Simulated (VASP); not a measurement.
A convergence study with VASP on NaH (rock salt): one setting is varied, all else stays as given below, so the limit is that of these other settings.

```
CELL_PARAMETERS angstrom
      0.00000     2.44000     2.44000
      2.44000     0.00000     2.44000
      2.44000     2.44000     0.00000
ATOMIC_POSITIONS crystal
  Na 0.00000 0.00000 0.00000
  H  0.50000 0.50000 0.50000
```

Level of theory: PBE GGA, VASP's PBE PAW potentials (set 64) (plane waves; VASP). The tightest run used: 550 eV cut-off, 18×18×18 Γ-centred mesh, tetrahedra with Blöchl corrections, potentials Na_pv H.

Gaps are read on the run's mesh, which can miss a band edge.

Q: The settings run are 3×3×3 mesh; 4×4×4 mesh; 5×5×5 mesh; 6×6×6 mesh; 7×7×7 mesh; 8×8×8 mesh; 9×9×9 mesh; 10×10×10 mesh; 11×11×11 mesh; 12×12×12 mesh; 13×13×13 mesh; 14×14×14 mesh; 15×15×15 mesh; 16×16×16 mesh; 17×17×17 mesh; 18×18×18 mesh. From which on does the energy per atom stay within 0.001 eV/atom of the tightest run?

A: From 4×4×4 mesh on: it is off by 0.0000 there and by no more than 0.001 in any finer run, while 3×3×3 mesh is off by 0.0072.
| setting | E (eV/atom) | pressure (GPa) | gap on the mesh (eV) | irreducible k-points | difference judged (eV/atom) |
|---|---|---|---|---|---|
| 3×3×3 mesh | -2.5503 | -0.72 | 5.755 | 4 | 0.0072 |
| 4×4×4 mesh | -2.5431 | -0.66 | 3.713 | 8 | 0.0000 |
| 5×5×5 mesh | -2.5430 | -0.66 | 4.541 | 10 | 0.0001 |
| 6×6×6 mesh | -2.5431 | -0.66 | 3.756 | 16 | 0.0000 |
| 7×7×7 mesh | -2.5431 | -0.66 | 4.181 | 20 | 0.0000 |
| 8×8×8 mesh | -2.5431 | -0.66 | 3.712 | 29 | 0.0000 |
| 9×9×9 mesh | -2.5431 | -0.66 | 4.010 | 35 | 0.0000 |
| 10×10×10 mesh | -2.5431 | -0.66 | 3.729 | 47 | 0.0000 |
| 11×11×11 mesh | -2.5431 | -0.66 | 3.909 | 56 | 0.0000 |
| 12×12×12 mesh | -2.5431 | -0.66 | 3.712 | 72 | 0.0000 |
| 13×13×13 mesh | -2.5431 | -0.66 | 3.863 | 84 | 0.0000 |
| 14×14×14 mesh | -2.5431 | -0.66 | 3.721 | 104 | 0.0000 |
| 15×15×15 mesh | -2.5431 | -0.66 | 3.820 | 120 | 0.0000 |
| 16×16×16 mesh | -2.5431 | -0.66 | 3.712 | 145 | 0.0000 |
| 17×17×17 mesh | -2.5431 | -0.66 | 3.802 | 165 | 0.0000 |
| 18×18×18 mesh | -2.5431 | -0.66 | 3.717 | 195 | 0.0000 |

Left out are rungs that failed or repeat a setting and relaxations that didn't move; long series are thinned to 24 rows.

The compound is NaH in the rock salt structure. The cell was not relaxed at this level.
